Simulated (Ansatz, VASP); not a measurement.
# Cross-check of Ca2TeSe (CuAu-ordered zincblende type (invented)) between VASP and Ansatz, part 2 of 2

Wanted: the spread between two codes on one cell, functional and k mesh. The cell is generated by rule, not measured, and may not be a known phase. The cell is taken from a series of runs on this material, whose earlier steps may have relaxed, scaled, displaced or heated it; both programs get it as it stands.

VASP 6.6.1 and Ansatz 0.2.0.

So far: The structure; Ansatz: relaxation of cell and atoms, PBEsol, pair 1; VASP: relaxation of cell and atoms, PBEsol, pair 1.

## (4) Differences

Known differences besides the potentials themselves: the data sets hold 52 valence electrons in Ansatz (on its default PAW (the set named soft_2) files) and 32 in VASP; the cutoff is 420 eV in Ansatz and 500 eV in VASP; Ansatz makes its cores anew for this functional, VASP keeps those of its PBE data sets; Ansatz adds a Pulay correction to the stress that steers its cell, VASP none. Total energies have different zeros and are not compared.

Compared:

| quantity | Ansatz | VASP | difference |
| --- | --- | --- | --- |
| volume (Å³) | 153.57 | 154.03 | -0.30 % |
| edge a after relaxation, in the typed setting (Å) | 4.783 | 4.800 | -0.36 % |
| edge c after relaxation, in the typed setting (Å) | 6.713 | 6.686 | +0.41 % |

## (5) Ansatz: relaxation of cell and atoms, PBEsol, pair 2

The relaxed volume is the usual yardstick between codes: in a stiff, nearly cubic crystal its relative difference is about their pressure difference at one cell divided by the bulk modulus.

The cell is taken from a series of runs on this material, whose earlier steps may have relaxed, scaled, displaced or heated it; both programs get it as it stands.

The input, input.yaml:

```yaml
crystal:
  lattice:
    - [4.7828628339, 0.0, 0.0]
    - [0.0, 4.7828628339, 0.0]
    - [0.0, 0.0, 6.7130225915]
  atoms:
    - { symbol: Se, position: [0.0, 0.0, 0.0] }
    - { symbol: Te, position: [0.5, 0.5, 0.5] }
    - { symbol: Ca, position: [0.0, 0.5, 0.2269487174] }
    - { symbol: Ca, position: [0.5, 0.0, 0.7730512826] }
kpoints:
  mp_grid: { grid: [6, 6, 4] }
hamiltonian:
  xc: pbesol
scf:
  occupations: { method: fixed }
output:
  forces: true
  stress: true
  eigenvalues: true
relax:
  adjacent_minimum: "off"
  f_tol: 0.001
  max_steps: 60
  cell: { stress_tol: 0.01 }
```

The run is started by

```bash
ansatz run input.yaml --threads 2 --pin off --max-ram 5120MiB --backend cpu --events-out ev --progress --plain --runs-dir out
```

Numbers of over 12 decimals in the logs are rounded to 6 here.

What it wrote:

```text
[...]
Crystal: 4 atoms, lattice volume = 153.566 Å³
Basis set: ecut = 420 eV, 2983 PW (Γ), exchange–correlation on 64×64×90 points (8 copies of the dense FFT grid, shifted against one another)
Bands: 32, of which v1, the nominal top of the filled ones, is band 26 counted from 1 (25 counted from 0)
Symmetry: 8 space group operations
[...]
k-points: 30 of 144 (time reversal used)
[...]
--- Relaxed structure (6 steps of the walk, 6 accepted, 1 SCFs on fresh bases) ---
[...]
cell:  # Å, volume = 153.4745 Å³
    - [4.810627, 0.0, 0]
    - [0.0, 4.810627, 0.0]
    - [0, 0.0, 6.631824]
  atoms:
    - { symbol: Se, position: [0, 0.0, 0] }
    - { symbol: Te, position: [0.5, 0.5, 0.5] }
    - { symbol: Ca, position: [0, 0.5, 0.226343] }
    - { symbol: Ca, position: [0.5, 0.0, 0.773657] }
[key lines of the parts left out:]
SCF converged after 8 iterations
Free energy (F): -15919.293474 eV
Fermi energy:    3.585519 eV
P = ⅓ Tr σ = -0.0000 GPa (-0.000 kbar)
```

## (6) VASP: relaxation of cell and atoms, PBEsol, pair 2

The same cell, functional and mesh now go to VASP, with its own data sets.

The input, INCAR:

```
SYSTEM = Ca2TeSe
PREC = Accurate
ENCUT = 500
EDIFF = 1E-07
NELM = 120
ISMEAR = 0
SIGMA = 0.01
LREAL = .FALSE.
ALGO = Normal
GGA = PS
NBANDS = 22
LORBIT = 11
LWAVE = .FALSE.
LCHARG = .FALSE.
ISIF = 3
IBRION = 2
NSW = 80
EDIFFG = -0.005
LASPH = .TRUE.
GGA_COMPAT = .FALSE.
NELMIN = 4
EFERMI = MIDGAP
KPAR = 2
```

The input, POSCAR:

```
Ca2TeSe
1.0
    4.7828630000      0.0000000000      0.0000000000
    0.0000000000      4.7828630000      0.0000000000
    0.0000000000      0.0000000000      6.7130230000
Se Te Ca
1 1 2
Direct
    0.0000000000      0.0000000000      0.0000000000
    0.4999998955      0.4999998955      0.4999999255
    0.0000000000      0.4999998955      0.2269487234
    0.4999998955      0.0000000000      0.7730512766
```

The input, KPOINTS:

```
Automatic mesh
0
Gamma
6 6 4
0 0 0
```

Potentials, in the order of the species: Se, Te and Ca_sv (PBE family, release 64).

The run is started by

```bash
mpirun -np 2 vasp_std
```

What it wrote:

```text
[banner, memory and clock lines left out]
running    2 mpi-ranks, on    1 nodes
[...]
[... a notice as in an earlier step ...]

 LDA part: xc-table for (Slater+PW92), standard interpolation
 POSCAR, INCAR and KPOINTS ok, starting setup
[...]
entering main loop
       N       E                     dE             d eps       ncg     rms          rms(c)
DAV:   1     0.248309019755E+03    0.24831E+03   -0.14299E+04  1328   0.123E+03
DAV:   2     0.173521114998E+01   -0.24657E+03   -0.23637E+03  1496   0.329E+02
DAV:   3    -0.170045310552E+02   -0.18740E+02   -0.18603E+02  2204   0.724E+01
DAV:   4    -0.183952869518E+02   -0.13908E+01   -0.13878E+01  2216   0.176E+01
[...]
DAV:  14    -0.177309252040E+02   -0.95355E-06   -0.31707E-06  1706   0.106E-02    0.297E-03
DAV:  15    -0.177309257772E+02   -0.57319E-06   -0.10827E-06  1304   0.561E-03    0.133E-03
DAV:  16    -0.177309258264E+02   -0.49209E-07   -0.87332E-08  1218   0.179E-03
   1 F= -.17730926E+02 E0= -.17730926E+02  d E =-.177309E+02
[...]
DAV:   7    -0.177310931136E+02    0.95809E-06   -0.29864E-06  2084   0.871E-03    0.182E-03
DAV:   8    -0.177310931385E+02   -0.24892E-07   -0.32671E-07  1576   0.216E-03
   2 F= -.17731093E+02 E0= -.17731093E+02  d E =-.167312E-03
 trial-energy change:   -0.000167  1 .order   -0.000166   -0.000356    0.000023
 step:   0.9405(harm=  0.9396)  dis= 0.00005  next Energy=   -17.731094 (dE=-0.168E-03)
[...]
N       E                     dE             d eps       ncg     rms          rms(c)
DAV:   1    -0.177311005079E+02   -0.73943E-05   -0.21365E-04  1506   0.121E-01    0.144E-02
DAV:   2    -0.177310952914E+02    0.52165E-05   -0.18590E-05  1974   0.298E-02    0.916E-03
DAV:   3    -0.177310925700E+02    0.27214E-05   -0.98821E-06  2038   0.229E-02    0.253E-03
DAV:   4    -0.177310929807E+02   -0.41077E-06   -0.18205E-06  1802   0.621E-03    0.152E-03
DAV:   5    -0.177310932387E+02   -0.25791E-06   -0.67819E-08   792   0.137E-03    0.104E-03
DAV:   6    -0.177310935688E+02   -0.33012E-06   -0.73659E-08  1038   0.198E-03    0.476E-04
DAV:   7    -0.177310936149E+02   -0.46121E-07   -0.23689E-08   762   0.115E-03
   3 F= -.17731094E+02 E0= -.17731094E+02  d E =-.167789E-03
[...]
reached required accuracy - stopping structural energy minimisation
```

OUTCAR, selected parts (step 6):

```text
  Total        0.0090145      0.0090145     -0.0198429      0.0000000      0.0000000     -0.0000000
  in kB        0.0937367      0.0937367     -0.2063355      0.0000000      0.0000000     -0.0000000
  external PRESSURE =      -0.0062874 kB  Pullay stress =       0.0000000 kB

 POSITION                                       TOTAL-FORCE (eV/Angst)
 -----------------------------------------------------------------------------------
     -0.00000      0.00000      0.00000        -0.000000      0.000000      0.000000
      2.39438      2.39438      3.35943         0.000000      0.000000      0.000000
     -0.00000      2.39438      1.52489        -0.000000      0.000000      0.001690
      2.39438      0.00000      5.19397        -0.000000      0.000000     -0.001690
 -----------------------------------------------------------------------------------
    total drift:                                0.000590      0.000590      0.000137

  FREE ENERGIE OF THE ION-ELECTRON SYSTEM (eV)
  ---------------------------------------------------
  free  energy   TOTEN  =       -17.7310936149 eV

  energy  without entropy=      -17.7310936149  energy(sigma->0) =      -17.73109361

[... 2 parts as in an earlier step ...]

[... 2 further parts left out ...]
[key lines of the parts left out:]
E-fermi :   1.7850
```

## (7) Side by side

What differs besides the data sets and the points named for the pairs above, as far as they apply: fixed occupations in Ansatz, narrow Gaussian smearing in VASP; the data sets hold 52 valence electrons in Ansatz (on its default PAW (the set named soft_2) files) and 32 in VASP. Total energies have different zeros and are not compared.

The two programs side by side:

| quantity | Ansatz | VASP | difference |
| --- | --- | --- | --- |
| volume (Å³) | 153.47 | 154.08 | -0.39 % |
| edge a after relaxation, in the typed setting (Å) | 4.811 | 4.789 | +0.46 % |
| edge c after relaxation, in the typed setting (Å) | 6.632 | 6.719 | -1.30 % |

## (8) What came out

| Property | Result |
| --- | --- |
| difference in edge c after relaxation, in the typed setting (relaxation of cell and atoms, PBEsol, pair 1) | 0.41 % |
| difference in edge c after relaxation, in the typed setting (relaxation of cell and atoms, PBEsol, pair 2) | -1.3 % |

**Reading.** The difference in edge c after relaxation, in the typed setting is -1.3 % (relaxation of cell and atoms, PBEsol, pair 2), beyond the 1.2 % picked in this series as the mark of a large difference, as far as the stopping tolerances let one tell. The data sets hold unlike numbers of valence electrons (52 in Ansatz and 32 in VASP), so part of the differences comes from the potentials. 1 further run of this series is not shown here. How closely two codes agree says nothing of how well the functional describes the real material.

[Lines on the potential files, build, host, timing and source positions are cut from VASP's logs without a mark.]

[Logs are printed without paths, hosts, clocks, repeated set-up lines and the standing remarks that a program may print on its own settings, such as how far it seeks lower states.]

[Hosts, paths, dates, database ids (printed as entryN), source tags and the programs' standing remarks are cut or masked in the printed files.]
